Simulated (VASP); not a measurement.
# LaBr4 (Cmmm) in VASP: a series of runs, part 2 of 2

VASP 6.6.1. Earlier steps stand in the parts before.

### 3 Single point, PBE

The input, INCAR:

```
SYSTEM = LaBr4
  PREC = Accurate
  ENCUT = 520
  EDIFF = 1E-7
  ISMEAR = -1
  SIGMA = 0.0599
  LREAL = .False.
  LASPH = .True.
  NELM = 60
  ALGO = Normal
  ISIF = 2
  LWAVE = .False.
  LCHARG = .False.
  GGA = PE
  NBANDS = 28
```

The input, KPOINTS:

```
regular mesh
0
Gamma
  3 3 5
  0 0 0
```

The input, POSCAR:

```
LaBr4
1.0
    4.3487040000      4.5664410000      0.0000000000
    4.3487040000     -4.5664410000      0.0000000000
    0.0000000000      0.0000000000     -3.9050040000
Br La
4 1
Direct
    0.1894000000      0.8106000000      0.5000000000
    0.8106000000      0.1894000000      0.5000000000
    0.2852000000      0.2852000000      0.0000000000
    0.7148000000      0.7148000000      0.0000000000
    0.0000000000      0.0000000000      0.0000000000
```

Potentials or basis: VASP PAW PBE potentials, release 64 (Br, La).

Launch:

```console
cat potpaw_PBE.64/Br/POTCAR potpaw_PBE.64/La/POTCAR > POTCAR
mpirun -np 1 vasp_std > vasp.out
```

OUTCAR:

```text
SYSTEM = LaBr4
   PREC = Accurate
   ENCUT = 520
   EDIFF = 1E-7
   ISMEAR = -1
   LREAL = .False.
   LASPH = .True.
   NELM = 60
   ISIF = 2
   GGA = PE

 ion  position               nearest neighbor table
   1  0.189  0.811  0.500-   5 2.61   5 2.61
   2  0.811  0.189  0.500-   5 2.61   5 2.61
   3  0.285  0.285  0.000-   5 2.48
   4  0.715  0.715  0.000-   5 2.48
   5  0.000  0.000  0.000-   3 2.48   4 2.48   1 2.61   2 2.61   1 2.61   2 2.61

  LATTYP: Found a base centered orthorhombic cell.
 ALAT       =     8.6974080000
 B/A-ratio  =     1.0500694000
 C/A-ratio  =     0.4489848010

  Lattice vectors:

 A1 = (   4.3487040000,   4.5664410000,   0.0000000000)
 A2 = (   4.3487040000,  -4.5664410000,   0.0000000000)
 A3 = (   0.0000000000,   0.0000000000,  -3.9050040000)

Analysis of symmetry for initial positions (statically):
=====================================================================
 Subroutine PRICEL returns:
 Original cell was already a primitive cell.

 Routine SETGRP: Setting up the symmetry group for a
 base centered orthorhombic supercell.

 Subroutine GETGRP returns: Found  8 space group operations
 (whereof  8 operations were pure point group operations)
 out of a pool of  8 trial point group operations.

The static configuration has the point symmetry D_2h.

Analysis of symmetry for dynamics (positions and initial velocities):
=====================================================================
 Subroutine PRICEL returns:
 Original cell was already a primitive cell.

 Routine SETGRP: Setting up the symmetry group for a
 base centered orthorhombic supercell.

 Subroutine GETGRP returns: Found  8 space group operations
 (whereof  8 operations were pure point group operations)
 out of a pool of  8 trial point group operations.

The dynamic configuration has the point symmetry D_2h.

 Subroutine INISYM returns: Found  8 space group operations
 (whereof  8 operations are pure point group operations),
 and found     1 'primitive' translations

----------------------------------------------------------------------------------------

                                     Primitive cell

  volume of cell :     155.0919

  direct lattice vectors                    reciprocal lattice vectors
     4.348704000  4.566441000  0.000000000     0.114976784  0.109494462  0.000000000
     4.348704000 -4.566441000  0.000000000     0.114976784 -0.109494462  0.000000000
     0.000000000  0.000000000 -3.905004000     0.000000000  0.000000000 -0.256081684

  length of vectors
     6.305839348  6.305839348  3.905004000     0.158772472  0.158772472  0.256081684

  position of ions in fractional coordinates (direct lattice)
     0.189400000  0.810600000  0.500000000
     0.810600000  0.189400000  0.500000000
     0.285200000  0.285200000  0.000000000
     0.714800000  0.714800000  0.000000000
     0.000000000  0.000000000  0.000000000

  ion indices of the primitive-cell ions
   primitive index   ion index
[... 28 lines left out ...]
 ===========================================

 Found     12 irreducible k-points:

 Following reciprocal coordinates:
            Coordinates               Weight
  0.000000  0.000000  0.000000      1.000000
  0.333333  0.000000  0.000000      4.000000
  0.333333  0.333333  0.000000      2.000000
 -0.333333  0.333333  0.000000      2.000000
  0.000000  0.000000  0.200000      2.000000
  0.333333  0.000000  0.200000      8.000000
  0.333333  0.333333  0.200000      4.000000
 -0.333333  0.333333  0.200000      4.000000
  0.000000  0.000000  0.400000      2.000000
  0.333333  0.000000  0.400000      8.000000
  0.333333  0.333333  0.400000      4.000000
 -0.333333  0.333333  0.400000      4.000000
   k-points           NKPTS =     12   k-points in BZ     NKDIM =     12   number of bands    NBANDS=     28
   number of dos      NEDOS =    301   number of ions     NIONS =      5
   total plane-waves  NPLWV =  69120
   dimension x,y,z NGX =    48 NGY =   48 NGZ =   30
   dimension x,y,z NGXF=    96 NGYF=   96 NGZF=   60
   ions per type =               4   1
   NGX,Y,Z   is equivalent  to a cutoff of  12.65, 12.65, 12.77 a.u.
   NGXF,Y,Z  is equivalent  to a cutoff of  25.31, 25.31, 25.54 a.u.
 SYSTEM =  LaBr4
   PREC   = accura    normal or accurate (medium, high low for compatibility)
   ISTART =      0    job   : 0-new  1-cont  2-samecut
   ICHARG =      2    charge: 1-file 2-atom 10-const
   ISPIN  =      1    spin polarized calculation?
   LNONCOLLINEAR =      F non collinear calculations
   LSORBIT =      F    spin-orbit coupling
   LASPH  =      T    aspherical Exc in radial PAW
   ENCUT  =  520.0 eV  38.22 Ry    6.18 a.u.  11.72 11.72  7.26*2*pi/ulx,y,z
   NELM   =     60;   NELMIN=  2; NELMDL= -5     # of ELM steps
   EDIFF  = 0.1E-06   stopping-criterion for ELM
   LREAL  =      F    real-space projection
   EDIFFG = 0.1E-05   stopping-criterion for IOM
   NSW    =      0    number of steps for IOM
   IBRION =     -1    ionic relax: 0-MD 1-quasi-New 2-CG
   NFREE  =      0    steps in history (QN), initial steepest desc. (CG)
   ISIF   =      2    stress and relaxation
   ISYM   =      2    0-nonsym 1-usesym 2-fastsym
   POTIM  = 0.5000    time-step for ionic-motion
   TEBEG  =    0.0;   TEEND  =   0.0 temperature during run
   PSTRESS=    0.0 pullay stress
   NELECT =      39.0000    total number of electrons
   NUPDOWN=      -1.0000    fix difference up-down
   EMIN   =  10.00;   EMAX   =-10.00  energy-range for DOS
   EFERMI =   0.00;   METHOD = LEGACY
   ISMEAR =    -1;   SIGMA  =   0.06  broadening in eV -4-tet -1-fermi 0-gaus
   EFERMI_NEDOS =   21; number of points for ismear=-14 and -15
   IALGO  =     38    algorithm
   IMIX   =      4    mixing-type and parameters
     AMIX     =   0.40;   BMIX     =  1.00
     AMIX_MAG =   1.60;   BMIX_MAG =  1.00
  volume/ion in A,a.u.               =      31.02       209.32
  Fermi-wavevector in a.u.,A,eV,Ry     =   1.033316  1.952685 14.527522  1.067743
  Thomas-Fermi vector in A             =   2.167557
   LORBIT       =      0    0 simple, 1 ext, 2 COOP (PROOUT), +10 PAW based schemes
   GGA     = PE    functional components
   LHFCALC =     F    Hartree Fock is set to
   AEXX    =    0.0000 exact exchange contribution
   IVDW    =     0    specifies the selected vdW correction
   LEPSILON=     F    determine dielectric tensor
   LRPA    =     F    only Hartree local field effects (RPA)
 non-spin polarized calculation
  energy-cutoff  :      520.00
  volume of cell :      155.09
 maximum number of plane-waves:      4207
   NGX = 23   NGY = 23   NGZ = 15

 number of electron      39.0000004 magnetization

 Free energy of the ion-electron system (eV)
  ---------------------------------------------------
  ext. energy  EPLUGINS =         0.00000000
  ---------------------------------------------------
  free energy    TOTEN  =       -14.76374043 eV

  energy without entropy =      -14.71488884  energy(sigma->0) =      -14.73931463

 E-fermi :   1.0503     XC(G=0):  -8.4143

 val. band max:        0.9769316984   @ k =   0.3333   0.3333   0.0000
 cond. band min:       1.0693395572   @ k =   0.3333   0.0000   0.0000
 fundamental gap:      0.0924078588
 Fermi energy:         1.0502613065

 k-point     1 :       0.0000    0.0000    0.0000
  band No.  band energies     occupation
      1     -28.6330      2.00000
      2     -14.8120      2.00000
      3     -14.5188      2.00000
      4     -12.6858      2.00000
      5     -12.5897      2.00000
      6     -12.3760      2.00000
[... 361 lines left out ...]
     27       6.9558      0.00000
     28       7.0285      0.00000

------------------------ aborting loop because EDIFF is reached ----------------------------------------

  FORCE on cell =-STRESS in cart. coord.  units (eV):
  Direction    XX          YY          ZZ          XY          YZ          ZX
  --------------------------------------------------------------------------------------
  -------------------------------------------------------------------------------------
  Total       19.5041452     15.6913115     22.0461819      0.0000000      0.0000000      0.0000000
  in kB      201.4876017    162.0991165    227.7481150      0.0000000      0.0000000      0.0000000
  external PRESSURE =     197.1116111 kB  Pullay stress =       0.0000000 kB

 VOLUME and BASIS-vectors are now :
 -----------------------------------------------------------------------------
  energy-cutoff  :      520.00
  volume of cell :      155.09
      direct lattice vectors                 reciprocal lattice vectors
     4.348704000  4.566441000  0.000000000     0.114976784  0.109494462  0.000000000
     4.348704000 -4.566441000  0.000000000     0.114976784 -0.109494462  0.000000000
     0.000000000  0.000000000 -3.905004000     0.000000000  0.000000000 -0.256081684

 POSITION                                       TOTAL-FORCE (eV/Angst)
 -----------------------------------------------------------------------------------
      4.34870     -2.83667     -1.95250         0.000000      4.221098      0.000000
      4.34870      2.83667     -1.95250         0.000000     -4.221098     -0.000000
      2.48050      0.00000      0.00000         4.255669     -0.000000     -0.000000
      6.21691      0.00000      0.00000        -4.255669     -0.000000      0.000000
      0.00000      0.00000      0.00000         0.000000     -0.000000     -0.000000
 -----------------------------------------------------------------------------------
    total drift:                                0.000000      0.000000      0.000000

  FREE ENERGIE OF THE ION-ELECTRON SYSTEM (eV)
  ---------------------------------------------------
  free  energy   TOTEN  =       -14.7637404279 eV

  energy  without entropy=      -14.7148888389  energy(sigma->0) =      -14.73931463
```

OSZICAR:

```text
N       E                     dE             d eps       ncg     rms          rms(c)
DAV:   1     0.414274563070E+03    0.41427E+03   -0.14852E+04   676   0.152E+03
DAV:   2     0.736920223633E+02   -0.34058E+03   -0.31496E+03   872   0.329E+02
DAV:   3    -0.877934644306E+01   -0.82471E+02   -0.77136E+02   956   0.155E+02
DAV:   4    -0.162278660500E+02   -0.74485E+01   -0.72723E+01  1056   0.481E+01
DAV:   5    -0.164616930180E+02   -0.23383E+00   -0.23331E+00  1084   0.654E+00    0.116E+01
DAV:   6    -0.147913964973E+02    0.16703E+01   -0.67526E+00  1056   0.327E+01    0.587E+00
DAV:   7    -0.147594073409E+02    0.31989E-01   -0.10474E+00  1052   0.730E+00    0.363E+00
DAV:   8    -0.147624886442E+02   -0.30813E-02   -0.29751E-01  1088   0.428E+00    0.740E-01
DAV:   9    -0.147586350086E+02    0.38536E-02   -0.30803E-02  1012   0.204E+00    0.409E-01
DAV:  10    -0.147622096083E+02   -0.35746E-02   -0.14709E-02  1160   0.762E-01    0.170E-01
DAV:  11    -0.147631553871E+02   -0.94578E-03   -0.24625E-03  1132   0.330E-01    0.112E-01
DAV:  12    -0.147637000200E+02   -0.54463E-03   -0.18029E-03   936   0.236E-01    0.253E-02
DAV:  13    -0.147637323453E+02   -0.32325E-04   -0.26051E-04  1320   0.837E-02    0.206E-02
DAV:  14    -0.147637380312E+02   -0.56859E-05   -0.49894E-05  1008   0.495E-02    0.542E-03
DAV:  15    -0.147637400797E+02   -0.20486E-05   -0.56353E-06  1112   0.197E-02    0.451E-03
DAV:  16    -0.147637403919E+02   -0.31217E-06   -0.11630E-06  1056   0.618E-03    0.981E-04
DAV:  17    -0.147637404279E+02   -0.36013E-07   -0.17013E-07   808   0.301E-03
   1 F= -.14763740E+02 E0= -.14739315E+02  d E =-.488516E-01
```

stdout:

```text
POSCAR found type information on POSCAR BrLa
 POSCAR found :  2 types and       5 ions
 scaLAPACK will be used
 LDA part: xc-table for (Slater+PW92), standard interpolation
 POSCAR, INCAR and KPOINTS ok, starting setup
 FFT: planning ... GRIDC
 FFT: planning ... GRID_SOFT
 FFT: planning ... GRID
 WAVECAR not read
 entering main loop
```

It took 79 s on 1 thread of AMD EPYC 7R43 (Zen 3), shared host; peak memory 0.23 GiB.

Results:

```yaml
Free_energy: -14.7637 eV
Pressure: 19.7 GPa
Largest_force: 4.256 eV/Å
Band_gap_on_the_k_mesh: none (metal or under the smearing width)
```

Forces in eV/Å, atoms in the order of the input:
```
Br   0.000  4.221  0.000
Br   0.000 -4.221  0.000
Br   4.256  0.000  0.000
Br  -4.256  0.000  0.000
La   0.000  0.000  0.000
```

Stress tensor (GPa, compression positive):
```
20.15  0.00  0.00
 0.00 16.21  0.00
 0.00  0.00 22.77
```

Caveat: so large a pressure means that the cell lies far from this level's equilibrium, or that cutoff or potentials fall short; an odd number of electrons without spin polarisation forces a metal; a magnetic or distorted state may lie lower.

### 4 Single point, PBE, collinear spin, zero start

The input, INCAR:

```
SYSTEM = LaBr4
PREC     = Accurate       ! precision mode
ENCUT    = 520            ! plane-wave cutoff, eV
EDIFF    = 1E-7           ! SCF threshold, eV
ISMEAR   = 0              ! smearing method
SIGMA    = 0.025          ! smearing width, eV
LREAL    = .False.        ! projectors in reciprocal space
LASPH    = .True.         ! aspherical terms in the spheres
NELM     = 150            ! most SCF steps
ALGO     = Normal         ! electronic algorithm
ISIF     = 2              ! what is computed and relaxed
LWAVE    = .False.        ! write WAVECAR
LCHARG   = .False.        ! write CHGCAR
ISPIN    = 2              ! spin polarisation
MAGMOM   = 0 0 0 0 0      ! initial moments
LORBIT   = 11             ! projections on sites
LMAXMIX  = 6              ! l up to which the mixer works
GGA      = PE             ! functional
NBANDS   = 32             ! bands
```

KPOINTS is that of step 3.

POSCAR is that of step 3.

Potentials or basis: VASP PAW PBE potentials, release 64 (Br, La).

Launch:

```console
cat potpaw_PBE.64/Br/POTCAR potpaw_PBE.64/La/POTCAR > POTCAR
mpirun -np 1 vasp_std > vasp.out
```

OUTCAR:

```text
SYSTEM = LaBr4
   PREC = Accurate
   ENCUT = 520
   EDIFF = 1E-7
   ISMEAR = 0
   LREAL = .False.
   LASPH = .True.
   NELM = 150
   ISIF = 2
   ISPIN = 2
   LORBIT = 11
   GGA = PE

 ion  position               nearest neighbor table
   1  0.189  0.811  0.500-   5 2.61   5 2.61
   2  0.811  0.189  0.500-   5 2.61   5 2.61
   3  0.285  0.285  0.000-   5 2.48
   4  0.715  0.715  0.000-   5 2.48
   5  0.000  0.000  0.000-   3 2.48   4 2.48   1 2.61   2 2.61   1 2.61   2 2.61

  LATTYP: Found a base centered orthorhombic cell.
 ALAT       =     8.6974080000
 B/A-ratio  =     1.0500694000
 C/A-ratio  =     0.4489848010

  Lattice vectors:

 A1 = (   4.3487040000,   4.5664410000,   0.0000000000)
 A2 = (   4.3487040000,  -4.5664410000,   0.0000000000)
[... 1017 lines left out ...]
  FORCE on cell =-STRESS in cart. coord.  units (eV):
  Direction    XX          YY          ZZ          XY          YZ          ZX
  --------------------------------------------------------------------------------------
  -------------------------------------------------------------------------------------
  Total       19.5048942     15.6773037     22.1244768      0.0000000      0.0000000      0.0000000
  in kB      201.4953386    161.9544090    228.5569412      0.0000000      0.0000000      0.0000000
  external PRESSURE =     197.3355629 kB  Pullay stress =       0.0000000 kB

 VOLUME and BASIS-vectors are now :
 -----------------------------------------------------------------------------
  energy-cutoff  :      520.00
  volume of cell :      155.09
      direct lattice vectors                 reciprocal lattice vectors
     4.348704000  4.566441000  0.000000000     0.114976784  0.109494462  0.000000000
     4.348704000 -4.566441000  0.000000000     0.114976784 -0.109494462  0.000000000
     0.000000000  0.000000000 -3.905004000     0.000000000  0.000000000 -0.256081684

 POSITION                                       TOTAL-FORCE (eV/Angst)
 -----------------------------------------------------------------------------------
      4.34870     -2.83667     -1.95250         0.000000      4.229303      0.000000
      4.34870      2.83667     -1.95250         0.000000     -4.229303     -0.000000
      2.48050      0.00000      0.00000         4.271226     -0.000000      0.000000
      6.21691      0.00000      0.00000        -4.271226     -0.000000     -0.000000
      0.00000      0.00000      0.00000         0.000000      0.000000     -0.000000
 -----------------------------------------------------------------------------------
    total drift:                                0.000000      0.000000      0.000000

  FREE ENERGIE OF THE ION-ELECTRON SYSTEM (eV)
  ---------------------------------------------------
  free  energy   TOTEN  =       -14.7371781185 eV

  energy  without entropy=      -14.7346636236  energy(sigma->0) =      -14.73592087

 total charge

# of ion       s       p       d       f       tot
--------------------------------------------------
    1        1.626   3.350   0.027   0.000   5.003
    2        1.626   3.350   0.027   0.000   5.003
    3        1.633   3.227   0.023   0.000   4.883
    4        1.633   3.227   0.023   0.000   4.883
    5        2.063   5.675   1.066   0.398   9.202
--------------------------------------------------
tot          8.581  18.830   1.164   0.398  28.973

 magnetization (x)

# of ion       s       p       d       f       tot
--------------------------------------------------
    1       -0.000  -0.000   0.000   0.000  -0.000
    2       -0.000  -0.000   0.000   0.000  -0.000
    3       -0.000  -0.000  -0.000   0.000  -0.000
    4       -0.000  -0.000  -0.000   0.000  -0.000
    5       -0.000  -0.000   0.000  -0.000  -0.000
--------------------------------------------------
tot         -0.000  -0.001   0.000  -0.000  -0.001
```

OSZICAR:

```text
N       E                     dE             d eps       ncg     rms          rms(c)
DAV:   1     0.403474513799E+03    0.40347E+03   -0.14440E+04  1544   0.133E+03
DAV:   2     0.537298936558E+02   -0.34974E+03   -0.31069E+03  1864   0.303E+02
DAV:   3    -0.121165137340E+02   -0.65846E+02   -0.62992E+02  2000   0.130E+02
DAV:   4    -0.162947218965E+02   -0.41782E+01   -0.41263E+01  2472   0.337E+01
DAV:   5    -0.164435605788E+02   -0.14884E+00   -0.14859E+00  2320   0.483E+00    0.118E+01
DAV:   6    -0.147837648308E+02    0.16598E+01   -0.42416E+00  2336   0.287E+01    0.597E+00
DAV:   7    -0.147316764377E+02    0.52088E-01   -0.86972E-01  2448   0.505E+00    0.372E+00
DAV:   8    -0.147335398204E+02   -0.18634E-02   -0.24702E-01  2400   0.327E+00    0.764E-01
DAV:   9    -0.147325324286E+02    0.10074E-02   -0.20380E-02  2512   0.157E+00    0.410E-01
DAV:  10    -0.147356806068E+02   -0.31482E-02   -0.10760E-02  2440   0.511E-01    0.174E-01
DAV:  11    -0.147365283642E+02   -0.84776E-03   -0.18001E-03  2840   0.169E-01    0.128E-01
DAV:  12    -0.147368550067E+02   -0.32664E-03   -0.33696E-04  2400   0.992E-02    0.897E-02
DAV:  13    -0.147371765217E+02   -0.32151E-03   -0.13821E-03  2216   0.211E-01    0.208E-02
DAV:  14    -0.147371755685E+02    0.95315E-06   -0.10650E-04  2520   0.806E-02    0.109E-02
DAV:  15    -0.147371769481E+02   -0.13796E-05   -0.15204E-05  2624   0.210E-02    0.597E-03
DAV:  16    -0.147371773580E+02   -0.40994E-06   -0.38568E-06  2424   0.114E-02    0.310E-03
DAV:  17    -0.147371781074E+02   -0.74933E-06   -0.10653E-06  2368   0.768E-03    0.163E-03
DAV:  18    -0.147371781185E+02   -0.11182E-07   -0.57519E-08  1328   0.187E-03
   1 F= -.14737178E+02 E0= -.14735921E+02  d E =-.251449E-02  mag=    -0.0009
```

Wall time 2.9 min (1 thread of AMD EPYC 7R43 (Zen 3), shared host); peak memory 0.32 GiB.

Results:

- Free energy: -14.7372 eV
- Pressure: 19.7 GPa
- Largest force: 4.271 eV/Å
- Band gap on the k mesh: none (metal or under the smearing width)
- Net moment: 0.00 μB per cell
- Valence electrons inside the program's atomic spheres: Br 5.00, 4.88; La 9.20

Forces on the atoms (eV/Å):
```
Br   0.000  4.229  0.000
Br   0.000 -4.229  0.000
Br   4.271  0.000  0.000
Br  -4.271  0.000  0.000
La   0.000  0.000  0.000
```

Stress tensor (GPa, compression positive):
```
20.15  0.00  0.00
 0.00 16.20  0.00
 0.00  0.00 22.86
```

Levels at points of the mesh, in eV from the Fermi level:
Spin up:
```tsv
k point	band 16	band 17	band 18	band 19	band 20	band 21	band 22	band 23
(0.00, 0.00, 0.00)	-0.53	-0.27	-0.10	0.26	0.40	4.23	5.49	5.67
```
Spin down:
```csv
k point,band 15,band 16,band 17,band 18,band 19,band 20,band 21,band 22,band 23,band 24
"(0.00, 0.00, 0.00)",-0.56,-0.53,-0.28,-0.10,0.26,0.40,4.23,5.49,5.67,5.81
```

Caveat: so large a pressure means that the cell lies far from this level's equilibrium, or that cutoff or potentials fall short; forces of over 1 eV/Å show positions far from the minimum, so gaps and moduli don't describe the material at rest. The run has no spin-orbit coupling, so splittings on La are missing.
